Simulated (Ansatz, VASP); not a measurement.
# Fe3PO7 (Grattarolaite): VASP beside Ansatz

Aim: how closely do two programs agree when they are given the same cell, functional and k mesh? The cell is taken from a series of VASP runs on this material, whose earlier steps may have relaxed, scaled or displaced it; both programs get it as it stands.

Calculated with Ansatz 0.2.0; plane waves, with VASP 6.6.1 beside it; single point at PBEsol, DFT+U.

In doubt: warnings of the run leave room for a lower electronic state, so energies may not be the lowest and differences between runs may mislead.

**1. The structure**

It takes space group R3m (No. 160, trigonal). The conventional cell has a = 8.006 Å, b = 8.006 Å, c = 6.863 Å, α = 90.00°, β = 90.00°, γ = 120.00°. Fe has 5 O at 1.89 to 2.19 Å nearest. Nearest to P lie 4 O at 1.50 to 1.57 Å. O has 1 P at 1.57 Å and 3 Fe at 2.19 Å nearest. O has 3 Fe at 1.89 to 1.92 Å nearest. O has 1 P at 1.50 Å and 1 Fe at 1.92 Å nearest. Farther neighbours and most contacts between anions are not listed.

**2. Ansatz: single point, PBEsol, DFT+U**

Ansatz runs on its default PAW (the set named soft_2) files.

With cell and atoms fixed, the geometry can't cause a difference; cores, projectors, grids and the points listed under the comparison can.

input.yaml reads:

```yaml
crystal:
  lattice:
    - [8.006, 4.6222662552, 4.5753333334]
    - [0.0, 4.6222662552, 4.5753333334]
    - [4.003, -2.3111331275, 4.5753333334]
  atoms:
    - { symbol: Fe, position: [0.92575, 0.1485, 0.5395], spin: 4.0 }
    - { symbol: Fe, position: [0.42575, 0.1485, 0.5395], spin: -4.0 }
    - { symbol: Fe, position: [0.92575, 0.5395, 0.1485], spin: 4.0 }
    - { symbol: Fe, position: [0.42575, 0.5395, 0.1485], spin: -4.0 }
    - { symbol: Fe, position: [0.53475, 0.5395, 0.5395], spin: -4.0 }
    - { symbol: Fe, position: [0.03475, 0.5395, 0.5395], spin: 4.0 }
    - { symbol: P, position: [0.0, 0.0, 0.0] }
    - { symbol: P, position: [0.5, 0.0, 0.0] }
    - { symbol: O, position: [0.88555, 0.2289, 0.2289] }
    - { symbol: O, position: [0.38555, 0.2289, 0.2289] }
    - { symbol: O, position: [0.6166, 0.7668, 0.3895] }
    - { symbol: O, position: [0.1166, 0.7668, 0.3895] }
    - { symbol: O, position: [0.6166, 0.3895, 0.7668] }
    - { symbol: O, position: [0.1166, 0.3895, 0.7668] }
    - { symbol: O, position: [0.9939, 0.3895, 0.3895] }
    - { symbol: O, position: [0.4939, 0.3895, 0.3895] }
    - { symbol: O, position: [0.928, 0.144, 0.833] }
    - { symbol: O, position: [0.428, 0.144, 0.833] }
    - { symbol: O, position: [0.928, 0.833, 0.144] }
    - { symbol: O, position: [0.428, 0.833, 0.144] }
    - { symbol: O, position: [0.239, 0.833, 0.833] }
    - { symbol: O, position: [0.739, 0.833, 0.833] }
hamiltonian:
  xc: pbesol
  pseudopotentials: { kind: paw }
  hubbard: { sites: [{ species: Fe, l: d, u_eff: 4.5 }] }
magnetization:
  spin_polarized: true
kpoints:
  mp_grid: { grid: [3, 6, 6] }
scf:
  occupations: { method: fermi_dirac, width: 0.05 }
  n_extra_bands: 23
output:
  forces: true
  stress: true
  eigenvalues: true
  write_density: true
  write_potential: true
  elf: true
  volumetric_format: npy
```

Command:

```
> ansatz run input.yaml --threads 8 --pin off --max-ram 18432MiB --backend cpu --events-out ev --progress --plain --runs-dir out
```

Numbers of over 12 decimals in the logs are rounded to 6 here.

Output:

```text
Fe: projections on atomic orbitals take those of the free atom [Ne] 3s2 3p6 3d6 4s2, of charge +0.00 (hamiltonian.pseudopotentials.projection_atoms); the dataset's partial waves leave at most 1.1e-6 of an orbital's norm unspanned inside its sphere
P: projections on atomic orbitals take those of the free atom [Ne] 3s2 3p3, of charge +0.00 (hamiltonian.pseudopotentials.projection_atoms); the dataset's partial waves leave at most 1.0e-7 of an orbital's norm unspanned inside its sphere
O: projections on atomic orbitals take those of the free atom [He] 2s2 2p4, of charge +0.00 (hamiltonian.pseudopotentials.projection_atoms); the dataset's partial waves leave at most 1.9e-8 of an orbital's norm unspanned inside its sphere
scf.n_extra_bands = 23 over 95 filled bands (N_el = 190.0): the run solves 118 bands
Engine: ansatz 0.2.0, aarch64-unknown-linux-gnu
Pseudopotentials: kind: paw
Pseudopotential: Fe, paw, valence charge 16, recommended cutoff 420 eV (normal), Fe.paw.azcp
Pseudopotential: P, paw, valence charge 5, recommended cutoff 420 eV (normal), P.paw.azcp
Pseudopotential: O, paw, valence charge 6, recommended cutoff 420 eV (normal), O.paw.azcp
Functional definition: PBEsol
  exchange = pbesol_x
  correlation = pbesol_c
Crystal: 22 atoms, lattice volume = 253.971 Å³
Basis set: ecut = 420 eV, 5001 PW (Γ), exchange–correlation on 144×90×90 points (8 copies of the dense FFT grid, shifted against one another)
Bands: 118, of which v1, the nominal top of the filled ones, is band 95 counted from 1 (94 counted from 0)
Symmetry: 2 space group operations
Space group: Cm (ITA 8), of the structure as read, at distance tolerance 6.3e-5 Å
Magnetic group: BNS 8.35 (UNI 42), of the structure as read, at distance tolerance 6.3e-5 Å
k-points: 34 of 108 (time reversal used)
Non-local potential: Fe, projectors of the file, l = 0: 3, l = 1: 2, l = 2: 3, l = 3: 1
Non-local potential: P, projectors of the file, l = 0: 2, l = 1: 2, l = 2: 2
Non-local potential: O, projectors of the file, l = 0: 2, l = 1: 2, l = 2: 1
PAW form: soft (Blöchl's): semilocal exchange-correlation on the pseudo side does not see the compensation charge
PAW frozen core: Fe, regenerated for the run's functional, and the local potential with it (the file was generated under x = pbe(κ = 0.804, μ = 0.219515), c = pbe(β = 0.066725))
PAW frozen core: P, regenerated for the run's functional, and the local potential with it (the file was generated under x = pbe(κ = 0.804, μ = 0.219515), c = pbe(β = 0.066725))
PAW frozen core: O, regenerated for the run's functional, and the local potential with it (the file was generated under x = pbe(κ = 0.804, μ = 0.219515), c = pbe(β = 0.066725))
PAW one-centre angular grid: Fe, 590 points (default); XC on 64 Gauss nodes
PAW one-centre angular grid: P, 110 points (default); XC on 64 Gauss nodes
PAW one-centre angular grid: O, 110 points (default); XC on 64 Gauss nodes
Initial density: superposition of atomic densities (chi_scale 0.1, normalization cell, long waves kept (reshape's long-wave potential 0.18 eV rms))
Starting moments: Σ|m| = 24 μB on 6 of 22 sites
Starting magnetic order: antiferromagnet; a translation exchanges its spin sublattices: spin-degenerate at every k-point
Initial wavefunctions: pseudopotential atomic-orbital guess
Functional: x = pbesol(κ = 0.804, μ = 0.123457), c = pbesol(β = 0.046)
SCF iter   1: F=—  HF=-36019.563666 eV  |F-HF|=—  |Δ(HF+E_count)|=         —  Δρ=1.13e-1 (↑1.13e-1 ↓1.13e-1)  dr2=1.40e2  dr2_m=4.10e0  M=0.000 μB ∫|m|=21.084 μB  β_m=0.30  ethr=3.10e-3  ⟨swp⟩=6.6  Hψ=16052  notcnv=0  defer=54
preconditioner: auto → Kerker (q_TF=auto, 2.599 Å⁻¹)  [metal: Δε(μ)=0.008 eV  Ē_g=10.661 eV  σ=0.050 eV  W_gap=0.04  n_scr=86 (ndim 8)  ℏωp=27.8 eV  f_vac=0.029  D(μ)=16.58/eV (n_scr^D=196)]
spin=Collinear: Kerker preconditioning applied to the charge; magnetization (m = ρ↑ − ρ↓) channel mixes plain (no charge-response kernel on spin).
SCF iter   2: F=—  HF=-36013.012676 eV  |F-HF|=—  |Δ(HF+E_count)|=    6.55e0  Δρ=7.31e-2 (↑7.31e-2 ↓7.31e-2)  dr2=2.11e1  dr2_m=6.55e0  M=0.000 μB ∫|m|=28.014 μB  β_m=1.00  ethr=3.10e-3  ⟨swp⟩=3.0  Hψ=8756  notcnv=0  defer=265
preconditioner: auto → Resta (q_TF=auto, 2.599 Å⁻¹)  ε∞=6.8  [insulator: Δε(μ)=1.525 eV  Ē_g=11.545 eV  σ=0.050 eV  W_gap=1.00  n_scr=86 (ndim 8)  ℏωp=27.8 eV  f_vac=0.024  D(μ)=0.00/eV (n_scr^D=0)  ε∞_Penn≈6.8]
spin=Collinear: Resta preconditioning applied to the charge; magnetization (m = ρ↑ − ρ↓) channel mixes plain (no charge-response kernel on spin).
SCF iter   3: F=—  HF=-36009.464570 eV  |F-HF|=—  |Δ(HF+E_count)|=    3.55e0  Δρ=2.87e-2 (↑2.87e-2 ↓2.87e-2)  dr2=7.12e0  dr2_m=1.87e-2  M=0.000 μB ∫|m|=27.931 μB  β_m=0.30  ethr=3.10e-3  ⟨swp⟩=2.3  Hψ=7665  notcnv=0  defer=353
SCF iter   4: F=—  HF=-36010.823822 eV  |F-HF|=—  |Δ(HF+E_count)|=    1.36e0  Δρ=1.96e-2 (↑1.96e-2 ↓1.96e-2)  dr2=2.29e0  dr2_m=1.82e-1  M=0.000 μB ∫|m|=27.285 μB  β_m=0.30  ethr=3.10e-3  ⟨swp⟩=3.4  Hψ=7125  notcnv=0  defer=346
SCF iter   5: F=—  HF=-36011.737088 eV  |F-HF|=—  |Δ(HF+E_count)|=   9.13e-1  Δρ=1.76e-2 (↑1.76e-2 ↓1.76e-2)  dr2=2.39e0  dr2_m=7.57e-2  M=0.000 μB ∫|m|=28.142 μB  β_m=1.00  ethr=1.21e-3  ⟨swp⟩=3.4  Hψ=8367  notcnv=0  defer=308
[...]
SCF iter  11: F=—  HF=-36012.212687 eV  |F-HF|=—  |Δ(HF+E_count)|=   6.77e-4  Δρ=2.41e-4 (↑2.41e-4 ↓2.41e-4)  dr2=4.56e-4  dr2_m=1.89e-5  M=0.000 μB ∫|m|=27.928 μB  β_m=0.67  ethr=4.07e-7  ⟨swp⟩=2.1  Hψ=6984  notcnv=0  defer=435
SCF iter  12: F=—  HF=-36012.212782 eV  |F-HF|=—  |Δ(HF+E_count)|=   9.50e-5  Δρ=6.48e-5 (↑6.48e-5 ↓6.48e-5)  dr2=4.35e-5  dr2_m=3.09e-6  M=0.000 μB ∫|m|=27.927 μB  β_m=0.83  ethr=2.40e-7  ⟨swp⟩=2.0  Hψ=5564  notcnv=0  defer=435
SCF iter  13: F=—  HF=-36012.212841 eV  |F-HF|=—  |Δ(HF+E_count)|=   5.92e-5  Δρ=6.30e-5 (↑6.30e-5 ↓6.30e-5)  dr2=3.17e-5  dr2_m=8.44e-7  M=0.000 μB ∫|m|=27.929 μB  β_m=0.74  ethr=2.29e-8  ⟨swp⟩=2.0  Hψ=5989  notcnv=0  defer=435
SCF iter  14: F=—  HF=-36012.212842 eV  |F-HF|=—  |Δ(HF+E_count)|=   9.32e-7  Δρ=1.76e-5 (↑1.76e-5 ↓1.76e-5)  dr2=3.40e-6  dr2_m=1.26e-7  M=0.000 μB ∫|m|=27.928 μB  β_m=0.76  ethr=1.67e-8  ⟨swp⟩=2.0  Hψ=5657  notcnv=0  defer=435
SCF iter  15: F=—  HF=-36012.212845 eV  |F-HF|=—  |Δ(HF+E_count)|=   3.08e-6  Δρ=1.22e-5 (↑1.22e-5 ↓1.22e-5)  dr2=1.11e-6  dr2_m=7.85e-8  M=0.000 μB ∫|m|=27.928 μB  β_m=0.74  ethr=1.79e-9  ⟨swp⟩=2.0  Hψ=5549  notcnv=0  defer=435
SCF iter  16: F=—  HF=-36012.212846 eV  |F-HF|=—  |Δ(HF+E_count)|=   2.33e-7  Δρ=4.78e-6 (↑4.78e-6 ↓4.78e-6)  dr2=1.84e-7  dr2_m=6.45e-9  M=0.000 μB ∫|m|=27.928 μB  β_m=0.71  ethr=5.86e-10  ⟨swp⟩=2.0  Hψ=5719  notcnv=0  defer=435
SCF iter  17: F=-36012.212846 eV  HF=-36012.212846 eV  |F-HF|=1.07e-8  |Δ(HF+E_count)|=   3.94e-8  Δρ=1.82e-6 (↑1.82e-6 ↓1.82e-6)  dr2=3.00e-8  dr2_m=7.40e-10  M=0.000 μB ∫|m|=27.928 μB  ethr=5.26e-11  ⟨swp⟩=22.7  Hψ=31953  notcnv=0
SCF 1 converged in 17 iterations: F = -36012.212846 eV  dr2 = 3.00e-8
  greatest PAW one-centre occupation: 1.002 electrons in one spin orbital (limit 2), on the Fe atom at site 3 (counted from 0), in its partial waves of l = 1
WARN: an SCF from antiferromagnetic starting moments (4.15, -4.15, 4.15, -4.15, 4.18, -4.18, 0.00, 0.00, 0.00, 0.00, 0.00, 0.00, 0.00, 0.00, 0.00, 0.00, 0.00, 0.00, 0.00, 0.00, 0.00, 0.00 Bohr magnetons, atom by atom) was not made, by what the run has read of turns of its moments that order reads lower: the deck asks for what bars it, or types moments that do (magnetization.spin_polarized, in the input reference, nam [...]
SCF converged after 17 iterations
Magnetization: 0.0000 μB (95.0000 up, 95.0000 down)
Absolute magnetization: 27.9374 μB (∫|ρ↑−ρ↓|, with the PAW one-centre terms)
Spin contamination: 14.6213 ħ² per cell (⟨S²⟩ above its minimum at these occupations)
Per-site moments (μB) at R_I (Å): [(3.796351, 0.780382), (-3.796351, 0.780382), (3.796351, 0.780382), (-3.796351, 0.780382), (-3.824694, 0.780382), (3.824694, 0.780382), (0.0045344, 0.619493), (-0.0045344, 0.619493), (0.039194, 0.648013), (-0.039194, 0.648013), (-0.105703, 0.780382), (0.105703, 0.780382), (-0.105703, 0.780382), (0.105703, 0.780382), (0.350538, 0.780382), (-0.350538, 0.780382), (0.081577, 0.619493), (-0.081577, 0.619493), (0.081577, 0.619493), (-0.081577, 0.619493), (-0.078064, 0.619493), (0.078064, 0.619493)]
Free energy (F): -36012.212846 eV
Harris-Foulkes:  -36012.212846 eV  (|F-HF|=1.07e-8)
Internal energy: -36012.212846 eV  (E = F + TS)
E sigma→0 (E₀):  -36012.212846 eV
Fermi energy:    7.938252 eV
--- Per-component energies (eV) ---
  E_band       = -2660.557722
  E_kinetic    = 4627.539066
  E_local      = -24032.427845  (includes V_loc(G=0)·N_el)
  E_nonlocal   = 2096.802996
  E_hartree    = 9651.919674
  E_xc         = -1824.360694
  E_vxc        = -2311.531380  (∫ρ·V_xc dr)
  E_hubbard    = 9.500573  (on-site DFT+U / exact-exchange correction)
  E_vhub       = -59.240882  (the Hubbard potential's part of the band-sum identity)
  E_paw        = -11252.297487  (= ΣΔE_a)
  E_vpaw       = -2285.560370  (= ΣTr[D̂ρ^β])
  E_aug_tail   = 0.042061  (compensation charges beyond the density's cutoff)
  E_ewald      = -15290.592623
  E_core_change = 1.661433  (= ΣΔE_core)
  E_smearing   = -0.000000  (= −TS)
  E_closure    = -0.000000  (closes the sum)
  Σ components = -36012.212846   (vs F -36012.212846, Δ=0.00e0)
--- Forces (eV/Å), atoms counted from 1 ---
  atom   1  Fe    -0.23563929    -0.27172866     0.18696250
  atom   2  Fe    -0.23563929    -0.27172866     0.18696250
  atom   3  Fe    -0.35314357    -0.06820528     0.18696250
  atom   4  Fe    -0.35314357    -0.06820528     0.18696250
  atom   5  Fe    -0.08660625    -0.05000214     0.29495385
  atom   6  Fe    -0.08660625    -0.05000214     0.29495385
  atom   7  P     -0.03938659    -0.02273986     0.42138624
  atom   8  P     -0.03938659    -0.02273986     0.42138624
  atom   9  O      0.00263435     0.00152094     0.61314118
  atom  10  O      0.00263435     0.00152094     0.61314118
  atom  11  O      0.26005041     0.18357922    -0.26884524
  atom  12  O      0.26005041     0.18357922    -0.26884524
  atom  13  O      0.28900948     0.13342065    -0.26884524
  atom  14  O      0.28900948     0.13342065    -0.26884524
  atom  15  O      0.06572200     0.03794462    -0.14602133
  atom  16  O      0.06572200     0.03794462    -0.14602133
  atom  17  O     -1.20380745     0.71449765    -0.32747931
  atom  18  O     -1.20380745     0.71449765    -0.32747931
  atom  19  O      0.01686939    -1.39977666    -0.32747931
  atom  20  O      0.01686939    -1.39977666    -0.32747931
  atom  21  O      1.28428761     0.74148380    -0.36477761
  atom  22  O      1.28428761     0.74148380    -0.36477761
  max |Σ_I F_I| component: 8.35e-5 eV/Å
--- Stress (GPa, compression-positive) ---
        4.946754      -0.484482       0.669435
       -0.484482       5.506186       0.386498
        0.669438       0.386500       3.839247
  P = ⅓ Tr σ = 4.7641 GPa (47.641 kbar)
--- Band table (eV; the first three rows and the last of 68) ---
  k-point 0 ↑: bands = [... 91 lower, 6.2962, 6.4855, 6.5300, 6.8158, 9.1381, 9.1742, 9.2382, 9.3490, ... 19 higher]
  k-point 1 ↑: bands = [... 91 lower, 6.3749, 6.4573, 6.4884, 6.7244, 9.1091, 9.1899, 9.2367, 9.3819, ... 19 higher]
  k-point 2 ↑: bands = [... 91 lower, 6.3999, 6.4839, 6.5674, 6.6893, 9.1000, 9.1964, 9.2575, 9.3591, ... 19 higher]
  k-point 33 ↓: bands = [... 91 lower, 6.3304, 6.4551, 6.6557, 6.6591, 9.0809, 9.2175, 9.2481, 9.3000, ... 19 higher]
Occupation matrices written to <dir>
```

It took 79 s on 8 threads of Arm Neoverse N1, shared host; peak memory 2.6 GiB; 10 min of CPU time.

The column dr2 measures how far the density is from self-consistency, as an energy; F and HF (Harris–Foulkes) agree once it is small.

The run ends at a pressure of 4.76 GPa, with forces up to 1.5 eV/Å.

(Continued in part 2 of 2.)

[Lines on the potential files, build, host, timing and source positions are cut from VASP's logs without a mark.]

[Logs are printed without paths, hosts, clocks, repeated set-up lines and the standing remarks that a program may print on its own settings, such as how far it seeks lower states.]

[Hosts, paths, dates, database ids (printed as entryN), source tags and the programs' standing remarks are cut or masked in the printed files.]
